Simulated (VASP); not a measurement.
Computed with PBE GGA with D3 dispersion (Becke-Johnson damping), VASP's PBE PAW potentials (set 64) (plane waves; VASP 6.6.1).

A VASP calculation is set up with these files.

### INCAR
```
EDIFFG=-0.02   # ionic stop
LWAVE=.FALSE.
ENCUT=520
ISMEAR=1   # Methfessel-Paxton
IVDW=12
LMAXMIX=6   # l cut-off of mixed one-centre charges
EDIFF=1E-6
SYSTEM=AuAl2
ISIF=3
SIGMA=0.1   # width (eV)
NSW=60   # most ionic steps
LREAL=.FALSE.   # projection in real space or not
LASPH=.TRUE.   # aspherical one-centre terms
IBRION=2   # conjugate gradients
GGA=PE   # PBE
NELM=100   # most electronic steps
LCHARG=.FALSE.
ALGO=Normal   # blocked Davidson
PREC=Accurate
```

KPOINTS:
```
kpoints
0
G
  8 8 8
```

POSCAR:
```
AuAl2
1
   -0.0000000000     2.9937365768     2.9937365768
    2.9937365768    -0.0000000000     2.9937365768
    2.9937365768     2.9937365768     0.0000000000
Al Au
2 1
Direct
  0.2500000000   0.2500000000   0.2500000000
  0.7500000000   0.7500000000   0.7500000000
  0.0000000000   0.0000000000   0.0000000000
```

POTCAR, in this order: Al Au (PBE.64 set). Program: vasp_std.

Output of the run:

### OUTCAR
```
 ion  position               nearest neighbor table
   1  0.250  0.250  0.250-   3 2.59   3 2.59   3 2.59   3 2.59   2 2.99   2 2.99   2 2.99   2 2.99
                             2 2.99   2 2.99
   2  0.750  0.750  0.750-   3 2.59   3 2.59   3 2.59   3 2.59   1 2.99   1 2.99   1 2.99   1 2.99
                             1 2.99   1 2.99
   3  0.000  0.000  0.000-   2 2.59   2 2.59   2 2.59   1 2.59   2 2.59   1 2.59   1 2.59   1 2.59
  LATTYP: Found a face centered cubic cell.
 ALAT       =     5.9874731536
 Subroutine PRICEL returns:
 Original cell was already a primitive cell.
 Subroutine GETGRP returns: Found 48 space group operations
The static configuration has the point symmetry O_h .
The dynamic configuration has the point symmetry O_h .
 Subroutine INISYM returns: Found 48 space group operations
 Subroutine IBZKPT returns following result:
 Found     29 irreducible k-points:

 Following reciprocal coordinates:
            Coordinates               Weight
  0.000000  0.000000  0.000000      1.000000
  0.125000  0.000000  0.000000      8.000000
  0.250000  0.000000  0.000000      8.000000
  0.375000  0.000000  0.000000      8.000000
  0.500000  0.000000  0.000000      4.000000
  0.125000  0.125000  0.000000      6.000000
  0.250000  0.125000  0.000000     24.000000
  0.375000  0.125000  0.000000     24.000000
  0.500000  0.125000  0.000000     24.000000
 -0.375000  0.125000  0.000000     24.000000
 -0.250000  0.125000  0.000000     24.000000
 -0.125000  0.125000  0.000000     12.000000
  0.250000  0.250000  0.000000      6.000000
  0.375000  0.250000  0.000000     24.000000
  0.500000  0.250000  0.000000     24.000000
 -0.375000  0.250000  0.000000     24.000000
 -0.250000  0.250000  0.000000     12.000000
  0.375000  0.375000  0.000000      6.000000
  0.500000  0.375000  0.000000     24.000000
 -0.375000  0.375000  0.000000     12.000000
  0.500000  0.500000  0.000000      3.000000
...
```

File OSZICAR:
```
       N       E                     dE             d eps       ncg     rms          rms(c)
DAV:   1     0.606319008355E+02    0.60632E+02   -0.71320E+03   696   0.118E+03
DAV:   2    -0.111497167149E+02   -0.71782E+02   -0.66963E+02   780   0.204E+02
DAV:   3    -0.132808455289E+02   -0.21311E+01   -0.20560E+01   872   0.336E+01
DAV:   4    -0.133003288086E+02   -0.19483E-01   -0.19468E-01   820   0.373E+00
DAV:   5    -0.133005944743E+02   -0.26567E-03   -0.26565E-03   888   0.475E-01    0.917E+00
DAV:   6    -0.121063263974E+02    0.11943E+01   -0.64690E+00   804   0.287E+01    0.403E+00
DAV:   7    -0.120356178646E+02    0.70709E-01   -0.28723E-01   756   0.635E+00    0.186E+00
DAV:   8    -0.120072676198E+02    0.28350E-01   -0.24246E-02   808   0.125E+00    0.409E-01
DAV:   9    -0.120062058277E+02    0.10618E-02   -0.33734E-03   772   0.698E-01    0.187E-01
DAV:  10    -0.120063494800E+02   -0.14365E-03   -0.24383E-04   776   0.130E-01    0.351E-02
DAV:  11    -0.120063436516E+02    0.58284E-05   -0.80287E-06   852   0.260E-02    0.131E-02
DAV:  12    -0.120063453065E+02   -0.16549E-05   -0.40758E-06   748   0.142E-02    0.323E-03
DAV:  13    -0.120063453852E+02   -0.78642E-07   -0.21373E-07   476   0.523E-03
   1 F= -.13221267E+02 E0= -.13220844E+02  d E =-.132213E+02
```

File OUTCAR:
```
------------------------ aborting loop because EDIFF is reached ----------------------------------------
 Edisp (eV)   -1.21492
  FORCE on cell =-STRESS in cart. coord.  units (eV):
  Direction    XX          YY          ZZ          XY          YZ          ZX
  --------------------------------------------------------------------------------------
  Total      -0.04884    -0.04884    -0.04884     0.00000    -0.00000    -0.00000
  in kB      -1.45834    -1.45834    -1.45834     0.00000    -0.00000    -0.00000
  external pressure =       -1.46 kB  Pullay stress =        0.00 kB
  volume of cell :       53.66
      direct lattice vectors                 reciprocal lattice vectors
     0.000000000  2.993736577  2.993736577    -0.167015363  0.167015363  0.167015363
     2.993736577  0.000000000  2.993736577     0.167015363 -0.167015363  0.167015363
     2.993736577  2.993736577  0.000000000     0.167015363  0.167015363 -0.167015363
 POSITION                                       TOTAL-FORCE (eV/Angst)
 -----------------------------------------------------------------------------------
      1.49687      1.49687      1.49687         0.000000      0.000000      0.000000
      4.49060      4.49060      4.49060        -0.000000     -0.000000     -0.000000
      0.00000      0.00000      0.00000        -0.000000      0.000000     -0.000000
 -----------------------------------------------------------------------------------
    total drift:                                0.000000     -0.000000      0.000000
  FREE ENERGIE OF THE ION-ELECTRON SYSTEM (eV)
  ---------------------------------------------------
  free  energy   TOTEN  =       -13.2212674803 eV

  energy  without entropy=      -13.2199973904  energy(sigma->0) =      -13.22084412

 reached required accuracy - stopping structural energy minimisation
```
(Selected blocks of OUTCAR.)

The compound is AuAl2 in the fluorite structure. It was relaxed first. The start is the result of an earlier pass. The electron count is odd and the run is not spin-polarised, which forces a metal.
